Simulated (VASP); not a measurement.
Method: LDA (Ceperley-Alder, Perdew-Zunger), VASP's LDA PAW potentials (set 64) (plane waves; VASP).

A VASP calculation is set up with these files.

### KPOINTS
```
Automatic mesh
0
Gamma
7 7 7
0 0 0
```

### POSCAR
```
TiAl3
1.0
  3.9134784833   0.0000000000   0.0000000000
  0.0000000000   3.9134784833   0.0000000000
  0.0000000000   0.0000000000   3.9134784833
Ti Al
1 3
direct
  0.0000000000   0.0000000000   0.0000000000
  0.5000000000   0.5000000000   0.0000000000
  0.0000000000   0.5000000000   0.5000000000
  0.5000000000   0.0000000000   0.5000000000
```

### INCAR
```
SYSTEM = TiAl3
PREC = Accurate; ENCUT = 400; LREAL = F
LASPH = T
EDIFF = 1E-6; NELM = 100; ALGO = Normal
LMAXMIX = 4
ISMEAR = 1; SIGMA = 0.1
IBRION = 2; NSW = 60; ISIF = 3
EDIFFG = -0.02
LWAVE = F; LCHARG = F
```

POTCAR, in this order: Ti_sv Al (LDA.64 set). Program: vasp_std.

The resulting files:

OSZICAR:
```
       N       E                     dE             d eps       ncg     rms          rms(c)
DAV:   1     0.980138747060E+02    0.98014E+02   -0.82840E+03   560   0.114E+03
DAV:   2    -0.166561188797E+02   -0.11467E+03   -0.11333E+03   578   0.303E+02
DAV:   3    -0.244320452544E+02   -0.77759E+01   -0.77335E+01   960   0.720E+01
DAV:   4    -0.245991225035E+02   -0.16708E+00   -0.16680E+00   662   0.104E+01
DAV:   5    -0.246050275158E+02   -0.59050E-02   -0.59045E-02   902   0.192E+00    0.114E+01
DAV:   6    -0.236471139324E+02    0.95791E+00   -0.30630E+01   766   0.444E+01    0.725E+00
DAV:   7    -0.227689816909E+02    0.87813E+00   -0.11262E+01   690   0.265E+01    0.331E+00
DAV:   8    -0.227212349536E+02    0.47747E-01   -0.11255E+00   714   0.918E+00    0.126E+00
DAV:   9    -0.226947966285E+02    0.26438E-01   -0.24822E-01   726   0.430E+00    0.204E-01
DAV:  10    -0.226958454941E+02   -0.10489E-02   -0.74489E-03   750   0.791E-01    0.264E-01
DAV:  11    -0.226946080384E+02    0.12375E-02   -0.70293E-03   758   0.629E-01    0.465E-02
DAV:  12    -0.226946078429E+02    0.19551E-06   -0.16464E-04   686   0.111E-01    0.270E-02
DAV:  13    -0.226946061406E+02    0.17023E-05   -0.10321E-05   750   0.283E-02    0.518E-03
DAV:  14    -0.226946056759E+02    0.46468E-06   -0.28470E-06   570   0.101E-02
   1 F= -.22694606E+02 E0= -.22693288E+02  d E =-.226946E+02
       N       E                     dE             d eps       ncg     rms          rms(c)
DAV:   1    -0.226987644411E+02   -0.41583E-02   -0.74821E-02   692   0.362E+00    0.575E-01
DAV:   2    -0.226980070180E+02    0.75742E-03   -0.90389E-02   754   0.264E+00    0.364E-01
DAV:   3    -0.226946302698E+02    0.33767E-02   -0.26423E-02   708   0.125E+00    0.684E-02
DAV:   4    -0.226946095388E+02    0.20731E-04   -0.70301E-04   750   0.250E-01    0.184E-02
DAV:   5    -0.226946478489E+02   -0.38310E-04   -0.81843E-05   864   0.595E-02    0.226E-02
DAV:   6    -0.226946665323E+02   -0.18683E-04   -0.65115E-05   812   0.600E-02    0.418E-03
DAV:   7    -0.226946668694E+02   -0.33713E-06   -0.78686E-06   606   0.260E-02
   2 F= -.22694667E+02 E0= -.22693364E+02  d E =-.611935E-04
```

**OUTCAR**
```
------------------------ aborting loop because EDIFF is reached ----------------------------------------
  FORCE on cell =-STRESS in cart. coord.  units (eV):
  Direction    XX          YY          ZZ          XY          YZ          ZX
  --------------------------------------------------------------------------------------
  Total        0.0638798      0.0638798      0.0638798      0.0000000     -0.0000000      0.0000000
  in kB        1.7141028      1.7141028      1.7141028      0.0000000     -0.0000000      0.0000000
  external PRESSURE =       1.7141028 kB  Pullay stress =       0.0000000 kB
  volume of cell :       59.71
      direct lattice vectors                 reciprocal lattice vectors
     3.908520075 -0.000000000  0.000000000     0.255851315 -0.000000000  0.000000000
     0.000000000  3.908520075  0.000000000     0.000000000  0.255851315  0.000000000
    -0.000000000 -0.000000000  3.908520075    -0.000000000 -0.000000000  0.255851315
 POSITION                                       TOTAL-FORCE (eV/Angst)
 -----------------------------------------------------------------------------------
      0.00000      0.00000      0.00000         0.000000      0.000000      0.000000
      1.95426      1.95426      0.00000        -0.000000     -0.000000      0.000000
     -0.00000      1.95426      1.95426        -0.000000     -0.000000      0.000000
      1.95426     -0.00000      1.95426        -0.000000     -0.000000      0.000000
 -----------------------------------------------------------------------------------
    total drift:                               -0.000000     -0.000000     -0.000000
  FREE ENERGIE OF THE ION-ELECTRON SYSTEM (eV)
  ---------------------------------------------------
  free  energy   TOTEN  =       -22.6946668694 eV

  energy  without entropy=      -22.6907595835  energy(sigma->0) =      -22.69336444

 reached required accuracy - stopping structural energy minimisation
```
(Selected blocks of OUTCAR.)

### CONTCAR
```
TiAl3
   1.00000000000000
     3.9085200747625817   -0.0000000000000000    0.0000000000000000
     0.0000000000000000    3.9085200747625817    0.0000000000000000
    -0.0000000000000000   -0.0000000000000000    3.9085200747625817
  Ti              Al
     1     3
Direct
     0.0000000000000000    0.0000000000000000    0.0000000000000000
     0.5000000000000000    0.5000000000000000    0.0000000000000000
     0.0000000000000000    0.5000000000000000    0.5000000000000000
     0.5000000000000000    0.0000000000000000    0.5000000000000000
```

### OUTCAR
```
 val. band max:        9.2387737336   @ k =   0.1429   0.1429   0.0000

 cond. band min:       9.4045078831   @ k =   0.4286   0.2857   0.1429


 Fermi energy:         9.3972110028

 k-point     1 :       0.0000    0.0000    0.0000
  band No.  band energies     occupation
      1     -46.8753      2.00000
      2     -23.5839      2.00000
      3     -23.5839      2.00000
      4     -23.5839      2.00000
      5      -1.6995      2.00000
      6       6.0992      2.00000
      7       6.0992      2.00000
      8       7.1238      2.00000
      9       7.1238      2.00000
     10       7.1238      2.00000
     11       9.4314      0.45733
     12       9.4314      0.45732
     13       9.4314      0.45732
     14      10.0435     -0.00000

 k-point     2 :       0.1429    0.0000    0.0000
  band No.  band energies     occupation
      1     -46.8755      2.00000
      2     -23.5887      2.00000
      3     -23.5836      2.00000
      4     -23.5836      2.00000
      5      -1.4969      2.00000
      6       4.8890      2.00000
      7       6.2306      2.00000
      8       7.0979      2.00000
      9       7.0979      2.00000
     10       7.7116      2.00000
     11       9.4776      0.01814
     12       9.4957     -0.04703
     13       9.4957     -0.04703
     14      10.8109     -0.00000

 k-point     3 :       0.2857    0.0000    0.0000
  band No.  band energies     occupation
      1     -46.8752      2.00000
      2     -23.5993      2.00000
      3     -23.5828      2.00000
      4     -23.5828      2.00000
      5      -0.9006      2.00000
      6       3.1403      2.00000
      7       6.5764      2.00000
      8       7.0304      2.00000
      9       7.0304      2.00000
     10       8.5617      2.00000
     11       9.5863     -0.02239
     12       9.7208     -0.00005
     13       9.7208     -0.00005
     14      11.4662      0.00000

 k-point     4 :       0.4286    0.0000    0.0000
  band No.  band energies     occupation
...
```

The structure comes from a computed database's TiAl3 entry (Pm-3m); how it stands against other phases isn't given here. This run relaxes it. Symmetry was kept, so distortions that lower it aren't found. The start is the result of an earlier pass. The electron count is odd and the run is not spin-polarised, which forces a metal.
